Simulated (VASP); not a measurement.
Given:

```
ZnSe
1.0
    0.00000     2.81734     2.81734
    2.81734     0.00000     2.81734
    2.81734     2.81734     0.00000
Zn Se
1 1
Cartesian
  0.00000   0.00000   0.00000
  1.40867   1.40867   1.40867
```

Method: PBEsol GGA, VASP's PBE PAW potentials (set 64) (plane waves; VASP). Run with 400 eV cut-off, Gaussian smearing of 0.050 eV, potentials Zn Se.

**Question.** Give the energies of bands 2 to 12 at the high-symmetry points, in eV from the valence-band maximum.

**Answer.** 
```
band      Γ      X      U      L      W
----  -----  -----  -----  -----  -----
2     -6.62  -6.61  -6.54  -6.53  -6.50
3     -6.62  -6.35  -6.40  -6.53  -6.40
4     -6.62  -6.35  -6.31  -6.21  -6.27
5     -6.23  -6.18  -6.21  -6.21  -6.26
6     -6.23  -6.05  -5.95  -6.07  -5.92
7      0.00  -4.87  -4.84  -5.40  -4.81
8      0.00  -2.27  -3.22  -0.90  -2.87
9      0.00  -2.27  -1.86  -0.90  -2.79
10     1.24   2.80   3.45   2.47   5.36
11     5.72   3.37   5.56   6.30   5.60
12     5.72  10.74   8.98   6.30   6.90
```

The gap is direct, 1.24 eV, from the valence maximum at Γ to the conduction minimum at Γ.

The structure was generated: ZnSe was put into the zinc blende type (F-43m), which need not be its known phase. It was relaxed first.
